Q: I squeeze and stretch boron arsenide on the computer and read off the pressure. Which of these volumes misbehaves?

VASP 6.6.1, PBE with PAW potentials, without spin polarisation: zinc-blende BAs at fixed volumes, with a 520 eV plane-wave cutoff, a 4×4×4 k-point mesh and Gaussian smearing of 0.02 eV. Pressure is positive in compression.

```
volume (Å³/atom)  shortest distance (Å)  pressure (GPa)
          12.763                  2.024          15.080
          13.184                  2.046           9.260
          13.604                  2.067           4.280
          13.745                  2.074           2.780
          14.025                  2.088           0.000
          14.306                  2.102          -2.500
          14.446                  2.109          -3.660
          14.867                  2.129          -6.810
          15.287                  2.149          -9.490
```

A: None does. A smooth compression curve fitted to all nine rows passes within about 0.01 GPa of each, about the step to which the pressures are rounded. Rounding accounts for part of these misses; the rest is expected from the limits of a two-constant curve and singles out no row. The rows at 13.745 and 14.306 Å³ come from phonon runs at the same settings and lie on the curve like the others. The volume is given per atom, the shortest distance is the B–As bond, and positive pressure means that the crystal is squeezed. The row at 14.025 Å³, where the pressure vanishes, is the resting volume of this calculation.

Q: But the steps are not even. Isn't that a break?

A: No. Some steps are small mainly because the volumes there lie closer together. Divide each pressure step by its volume step, and what remains is a bend in which every row shares. If the slope of pressure against volume at rest held throughout, the volume of 12.763 Å³ would need 11.85 GPa, whereas the calculation gives 15.08. At 15.287 Å³ the same straight line asks for a pull of 11.85 GPa, and the crystal pulls back with only 9.49. At 9 % compression the straight line thus falls short by about a fifth.

Part of the bend is geometry. The volume goes as the cube of the bond length, and the force acts on an area that shrinks under compression, so even a perfectly spring-like bond with the same stiffness at rest would be expected to need about 13.0 GPa at the tightest volume. The rest has a reason general for bonded solids. When atoms are pushed together, the repulsion between their overlapping electron clouds grows faster than the attraction that binds them. When they are pulled apart, both fade and the bond gives way more easily.

Q: Can I get that bend from a formula simple enough for paper?

A: Yes. Measure the strain by f = ½[(V₀/V)^(2/3) − 1], where V is the volume and V₀ the resting volume. Let the energy grow as the square of f, with the bulk modulus B setting the scale. The pressure is minus the slope of energy against volume:

E = E₀ + (9/2) B V₀ f²

P = (3/2) B [(V₀/V)^(7/3) − (V₀/V)^(5/3)]

Take the tightest cell. V₀/V is 14.025/12.763 = 1.099, and the two powers are 1.246 and 1.170. With B = 131.6 GPa,

P = 1.5 × 131.6 × (1.246 − 1.170) ≈ 15.0 GPa

The calculation gives 15.08 GPa. That row helped to set B, so the agreement tests the shape of the curve and is not a forecast. A second constant, which lets the stiffness change a little faster, removes the small remainder; the printed analysis below gives both versions.

Q: Why should a quantum calculation follow such a plain curve?

A: Because only one thing changes. Symmetry holds each atom at the centre of its four neighbours, so the bond length is the only freedom, and the same four bands stay filled throughout. The energy then follows one electronic state as it is gently deformed. That explains why the curve is smooth, not why it takes this particular form; other two-constant forms are expected to serve about as well over so short a range. The one-constant version works because it assumes that the bulk modulus rises by 4 GPa per GPa of pressure, and the fitted value, 4.127, lies close to that.

A nitrogen molecule is a simpler case of the same kind. While its electrons keep to the same orbitals, the force between the atoms varies smoothly with their distance. The comparison ends where the crystal's bands come in, since their energies also depend on the direction and wavelength of the electron wave.

Q: Does nothing at all break in these runs?

A: The band gap does, faintly. Its values on the calculation's grid of electron waves follow a smooth curve up to 14.306 Å³ and then fall below it. I fitted that curve to the six smaller volumes only, with the cut placed where a change was already suspected, so it measures the departure and is not a blind forecast. At 14.867 Å³ the curve continues to 1.514 eV, but the computed gap is 1.506 eV.

The list of levels for that row suggests why. Two empty states lie close together at the zone boundary point X, and the gap measured to the upper one is 1.515 eV, just where the old curve leads. The natural reading is that the two have changed places, so that the gap now ends on a different state. A test from the other side agrees. A parabola through the gaps of the three largest volumes, carried back to 13.184 Å³, gives 1.395 eV, and the gap to the upper X state listed there is also 1.395 eV. The symmetry labels were not printed, but the levels match the exchange from both sides. The true conduction minimum is expected to lie off this grid, between the zone centre and X, so a measured gap need not show the bend.

Q: And the pressure doesn't notice?

A: It has no reason to. The total energy is built from the filled states and the electron density they make; empty states contribute to neither. Two empty states may trade places without altering the energy or its slope.

The plainest way for the electrons to break the pressure curve would be for a filled and an empty state to trade places, which requires the gap to close. At the tightest volume the gap on the grid is still 1.32 eV. On stretching, the lowest empty state at the point L comes down, from 2.88 eV above the filled states at 13.184 Å³ to 2.20 eV at 14.867 Å³, so a closure on either side is expected only far outside these volumes. A change of crystal structure would also break the curve, but these runs hold the atoms in the zinc-blende arrangement and would not reveal it.

Q: So may I take the smoothness as a sign that the pressures are right?

A: Only in part. The energies give 12.12 GPa for the first step, and the two pressures at its ends average 12.17, so energy and pressure agree to a few hundredths of a GPa; the average of the two ends lies a little above the true mean of a bending curve, so the comparison is no finer than that. The grid of electron waves is coarse, however, and it is the same in every row. Its error probably varies as smoothly as the pressure itself, and could shift the whole curve without leaving a single row out of line. A repeat with a finer grid would be needed to tell.

The functional brings an error of its own, which no grid removes. PBE tends to make such crystals slightly too large, so near the resting volume its pressure at a given volume is expected to be too high. That error, too, would leave the curve smooth.

The analysis program printed:

```
fit of pressure on 9 rows: coefficient of fs 131.6 +/- 0.047, coefficient of es 16.68 +/- 1.2; rms 0.00636, worst 13.604 -0.0105, leave-one-out rms 0.0132
fit of gap on 6 rows (vol < 14.4): constant 1.447 +/- 3.9e-05, coefficient of dr 1.245 +/- 0.0019, coefficient of dr**2 -2.147 +/- 0.024; rms 5.22e-05, worst 13.745 8.1e-05, leave-one-out rms 0.000165
  rows outside the fit (model, value, miss): 14.446 1.483, 1.481, 0.00134; 14.867 1.514, 1.506, 0.00808; 15.287 1.542, 1.529, 0.013
Pressure and gap:
     row  curve less computed GPa  tangent line GPa  step slope GPa per A3  mean pressure of step GPa  from energies GPa  mesh gap eV  gap curve less computed eV
  12.763                 0.005617             11.85                    n/a                        n/a                n/a        1.318                   3.327e-05
  13.184                -0.005109             7.898                 -13.82                      12.17              12.12        1.365                   -7.03e-05
  13.604                 -0.01055             3.949                 -11.86                       6.77              6.767        1.408                  -3.781e-05
  13.745                 -0.00755             2.633                 -10.64                       3.53              3.511        1.421                   8.102e-05
  14.025                        0                 0                 -9.929                       1.39              1.399        1.447                   3.072e-05
  14.306                -0.002234            -2.633                 -8.897                      -1.25             -1.243        1.471                   -3.69e-05
  14.446               -0.0006419            -3.949                 -8.286                      -3.08             -3.061        1.481                    0.001335
  14.867                 0.008243            -7.898                 -7.482                     -5.235             -5.242        1.506                    0.008076
  15.287                -0.008068            -11.85                 -6.381                      -8.15             -8.181        1.529                     0.01295
bulk modulus at zero pressure, GPa: 131.6
pressure derivative of the bulk modulus: 4.127
largest miss of the finite-strain curve, GPa: 0.01055
largest miss with the correction dropped, GPa: 0.08683
largest difference of energy slope and mean pressure, GPa: 0.04712
splitting of the two empty X states at 13.184, eV: 0.0299
splitting of the two empty X states at 14.867, eV: 0.0087
gap to the upper X state at 14.867, eV: 1.515
gap at 14.867 continued from the smaller volumes, eV: 1.514
smallest mesh gap over smearing width: 65.89
```
